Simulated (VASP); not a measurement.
Output of a VASP run:

File OUTCAR:
```
 ion  position               nearest neighbor table
   1  0.000  0.000  0.500-   3 3.65   4 3.65   4 3.65   3 3.65   4 3.65   3 3.65
   2  0.000  0.000  0.000-   3 3.65   4 3.65   4 3.65   3 3.65   4 3.65   3 3.65
   3  0.333  0.667  0.250-   1 3.65   2 3.65   1 3.65   2 3.65   1 3.65   2 3.65
   4  0.667  0.333  0.750-   1 3.65   2 3.65   1 3.65   2 3.65   1 3.65   2 3.65
  LATTYP: Found a hexagonal cell.
 ALAT       =     3.6427563978
 C/A-ratio  =     3.2692513478
 Subroutine PRICEL returns:
 Original cell was already a primitive cell.
 Subroutine GETGRP returns: Found 24 space group operations
The static configuration has the point symmetry D_3d.
 The point group associated with its full space group is D_6h.
The dynamic configuration has the point symmetry D_3d.
 Subroutine INISYM returns: Found 24 space group operations
 Subroutine IBZKPT returns following result:
 Found     24 irreducible k-points:

 Following reciprocal coordinates:
            Coordinates               Weight
  0.000000  0.000000  0.000000      1.000000
  0.111111  0.000000  0.000000      6.000000
  0.222222  0.000000  0.000000      6.000000
  0.333333  0.000000  0.000000      6.000000
  0.444444  0.000000  0.000000      6.000000
  0.111111  0.111111  0.000000      6.000000
  0.222222  0.111111  0.000000     12.000000
  0.333333  0.111111  0.000000     12.000000
  0.444444  0.111111  0.000000      6.000000
  0.222222  0.222222  0.000000      6.000000
  0.333333  0.222222  0.000000     12.000000
  0.333333  0.333333  0.000000      2.000000
  0.000000  0.000000  0.333333      2.000000
  0.111111  0.000000  0.333333     12.000000
  0.222222  0.000000  0.333333     12.000000
  0.333333  0.000000  0.333333     12.000000
  0.444444  0.000000  0.333333     12.000000
  0.111111  0.111111  0.333333     12.000000
  0.222222  0.111111  0.333333     24.000000
  0.333333  0.111111  0.333333     24.000000
  0.444444  0.111111  0.333333     12.000000
  0.222222  0.222222  0.333333     12.000000
  0.333333  0.222222  0.333333     24.000000
  0.333333  0.333333  0.333333      4.000000
   k-points           NKPTS =     24   k-points in BZ     NKDIM =     24   number of bands    NBANDS=     26
   number of dos      NEDOS =    301   number of ions     NIONS =      4
   total plane-waves  NPLWV =  46080
   dimension x,y,z NGX =    24 NGY =   24 NGZ =   80
   dimension x,y,z NGXF=    48 NGYF=   48 NGZF=  160
   ions per type =               4
   PREC   = accura    normal or accurate (medium, high low for compatibility)
   ISTART =      0    job   : 0-new  1-cont  2-samecut
   ICHARG =      2    charge: 1-file 2-atom 10-const
   ISPIN  =      1    spin polarized calculation?
   LNONCOLLINEAR =      F non collinear calculations
   LSORBIT =      F    spin-orbit coupling
   INIWAV =      1    electr: 0-lowe 1-rand  2-diag
   ENCUT  =  400.0 eV  29.40 Ry    5.42 a.u.   5.94  5.94 19.42*2*pi/ulx,y,z
   NELM   =    100;   NELMIN=  2; NELMDL= -5     # of ELM steps
   EDIFF  = 0.1E-05   stopping-criterion for ELM
   LREAL  =      F    real-space projection
   NLSPLINE    = F    spline interpolate recip. space projectors
   LMAXMIX     =    6 max onsite mixed and CHGCAR
   VOSKOWN=      0    Vosko Wilk Nusair interpolation
   EDIFFG = -.2E-01   stopping-criterion for IOM
   NSW    =     60    number of steps for IOM
   NBLOCK =      1;   KBLOCK =     60    inner block; outer block
   IBRION =      2    ionic relax: 0-MD 1-quasi-New 2-CG
   NFREE  =      1    steps in history (QN), initial steepest desc. (CG)
   ISIF   =      3    stress and relaxation
   ISYM   =      2    0-nonsym 1-usesym 2-fastsym
   TEIN   =    0.0    initial temperature
   TEBEG  =    0.0;   TEEND  =   0.0 temperature during run
   SMASS  =  -3.00    Nose mass-parameter (am)
   PSTRESS=    0.0 pullay stress
   NELECT =      44.0000    total number of electrons
   EFERMI =   0.00;   METHOD = LEGACY
   ISMEAR =     1;   SIGMA  =   0.10  broadening in eV -4-tet -1-fermi 0-gaus
   IALGO  =     38    algorithm
   LDIAG  =      T    sub-space diagonalisation (order eigenvalues)
...
```

File OSZICAR:
```
...
DAV:   5    -0.213822715846E+02   -0.80609E-04   -0.29038E-04  2464   0.130E-01    0.385E-02
DAV:   6    -0.213822830348E+02   -0.11450E-04   -0.10497E-04  2240   0.924E-02    0.822E-03
DAV:   7    -0.213822863525E+02   -0.33176E-05   -0.10713E-05  1784   0.238E-02    0.377E-03
DAV:   8    -0.213822868988E+02   -0.54639E-06   -0.66879E-07   922   0.143E-02
   2 F= -.21382287E+02 E0= -.21380611E+02  d E =-.611844E-02
       N       E                     dE             d eps       ncg     rms          rms(c)
DAV:   1    -0.213999576505E+02   -0.17671E-01   -0.11294E+00  2016   0.184E+01    0.601E-01
DAV:   2    -0.213876918379E+02    0.12266E-01   -0.46389E-02  2184   0.240E+00    0.302E-01
DAV:   3    -0.213837171427E+02    0.39747E-02   -0.22638E-02  2256   0.145E+00    0.772E-02
DAV:   4    -0.213837590562E+02   -0.41913E-04   -0.15512E-03  2256   0.360E-01    0.429E-02
DAV:   5    -0.213838009199E+02   -0.41864E-04   -0.14300E-04  2360   0.931E-02    0.274E-02
DAV:   6    -0.213838081747E+02   -0.72548E-05   -0.54479E-05  2224   0.675E-02    0.555E-03
DAV:   7    -0.213838098330E+02   -0.16582E-05   -0.51858E-06  1360   0.185E-02    0.235E-03
DAV:   8    -0.213838097470E+02    0.85911E-07   -0.54162E-07   868   0.168E-02
   3 F= -.21383810E+02 E0= -.21382548E+02  d E =-.764129E-02
       N       E                     dE             d eps       ncg     rms          rms(c)
DAV:   1    -0.213841931834E+02   -0.38335E-03   -0.24692E-02  2042   0.269E+00    0.893E-02
DAV:   2    -0.213839190965E+02    0.27409E-03   -0.10107E-03  2220   0.364E-01    0.446E-02
DAV:   3    -0.213838317647E+02    0.87332E-04   -0.50084E-04  2272   0.213E-01    0.117E-02
DAV:   4    -0.213838336734E+02   -0.19087E-05   -0.34143E-05  2070   0.530E-02    0.673E-03
DAV:   5    -0.213838354185E+02   -0.17451E-05   -0.21687E-06  1112   0.172E-02    0.392E-03
DAV:   6    -0.213838364983E+02   -0.10799E-05   -0.14062E-06  1058   0.158E-02    0.580E-04
DAV:   7    -0.213838365780E+02   -0.79702E-07   -0.47543E-07   770   0.124E-02
   4 F= -.21383837E+02 E0= -.21382649E+02  d E =-.766812E-02
       N       E                     dE             d eps       ncg     rms          rms(c)
DAV:   1    -0.213838761348E+02   -0.39637E-04   -0.29837E-03  2026   0.936E-01    0.309E-02
DAV:   2    -0.213838448257E+02    0.31309E-04   -0.12763E-04  2216   0.130E-01    0.157E-02
DAV:   3    -0.213838344928E+02    0.10333E-04   -0.60795E-05  2248   0.749E-02    0.399E-03
DAV:   4    -0.213838339612E+02    0.53166E-06   -0.31941E-06  1246   0.192E-02
   5 F= -.21383834E+02 E0= -.21382620E+02  d E =-.766550E-02
       N       E                     dE             d eps       ncg     rms          rms(c)
DAV:   1    -0.213873443519E+02   -0.35099E-02   -0.12319E-01  1984   0.431E+00    0.276E-01
DAV:   2    -0.213847363263E+02    0.26080E-02   -0.10013E-02  2004   0.113E+00    0.125E-01
DAV:   3    -0.213840631357E+02    0.67319E-03   -0.41392E-03  2120   0.540E-01    0.282E-02
DAV:   4    -0.213840645574E+02   -0.14217E-05   -0.33491E-04  2174   0.179E-01    0.144E-02
DAV:   5    -0.213840693962E+02   -0.48389E-05   -0.39802E-05  2096   0.431E-02    0.133E-02
DAV:   6    -0.213840708551E+02   -0.14589E-05   -0.21803E-05  1912   0.379E-02    0.529E-03
DAV:   7    -0.213840694340E+02    0.14211E-05   -0.38023E-06  1280   0.244E-02    0.885E-04
DAV:   8    -0.213840699852E+02   -0.55122E-06   -0.53003E-07   774   0.188E-02
   6 F= -.21384070E+02 E0= -.21382950E+02  d E =-.236024E-03
```

### OUTCAR
```
------------------------ aborting loop because EDIFF is reached ----------------------------------------
  FORCE on cell =-STRESS in cart. coord.  units (eV):
  Direction    XX          YY          ZZ          XY          YZ          ZX
  --------------------------------------------------------------------------------------
  Total        0.0248783      0.0248783     -0.0147178     -0.0000000      0.0000000     -0.0000000
  in kB        0.2936684      0.2936685     -0.1737315     -0.0000000      0.0000000     -0.0000000
  external PRESSURE =       0.1378684 kB  Pullay stress =       0.0000000 kB
  volume of cell :      135.73
      direct lattice vectors                 reciprocal lattice vectors
     1.829485439 -3.168761939  0.000000000     0.273300891 -0.157790332  0.000000000
     1.829485439  3.168761939  0.000000000     0.273300891  0.157790332  0.000000000
    -0.000000000  0.000000000 11.706440337    -0.000000000  0.000000000  0.085423064
 POSITION                                       TOTAL-FORCE (eV/Angst)
 -----------------------------------------------------------------------------------
      3.65897      0.00000      5.85322         0.000000     -0.000000      0.000000
      3.65897      0.00000     11.70644         0.000000     -0.000000      0.000000
      1.82949      1.05626      2.92661        -0.000000     -0.000000      0.000000
      1.82949     -1.05626      8.77983         0.000000      0.000000     -0.000000
 -----------------------------------------------------------------------------------
    total drift:                                0.000000      0.000000      0.000000
  FREE ENERGIE OF THE ION-ELECTRON SYSTEM (eV)
  ---------------------------------------------------
  free  energy   TOTEN  =       -21.3840699852 eV

  energy  without entropy=      -21.3807101319  energy(sigma->0) =      -21.38295003

 reached required accuracy - stopping structural energy minimisation
```
(Selected blocks of OUTCAR.)

POSCAR:
```
La
1
    1.8213781103    -3.1547196315     0.0000000000
    1.8213781103     3.1547196315    -0.0000000000
   -0.0000000000     0.0000000000    11.9090862634
La
4
Direct
  0.0000000000   1.0000000000   0.5000000000
  0.0000000000   1.0000000000   0.0000000000
  0.3333330000   0.6666670000   0.2500000000
  0.6666670000   0.3333330000   0.7500000000
```

Q: Reconstruct the remaining input files.

A: Several could match; the one computed here: the input of the run itself, PBEsol GGA, plane waves, VASP's PBE PAW potentials (set 64).

### INCAR
```
SYSTEM = La
PREC = Accurate; ENCUT = 400; LREAL = .FALSE.
LASPH = .TRUE.
EDIFF = 1E-6; NELM = 100; ALGO = Normal
LMAXMIX = 6
ISMEAR = 1; SIGMA = 0.1
GGA = PS
IBRION = 2; NSW = 60; ISIF = 3
EDIFFG = -0.02
LWAVE = .FALSE.; LCHARG = .FALSE.
```

### KPOINTS
```
Automatic mesh
0
Gamma
9 9 3
0 0 0
```

POTCAR, in this order: La (PBE.64 set). Program: vasp_std.

The compound is La in the dhcp structure. This run relaxes it. Symmetry was kept, so distortions that lower it aren't found. The start is the result of an earlier pass.
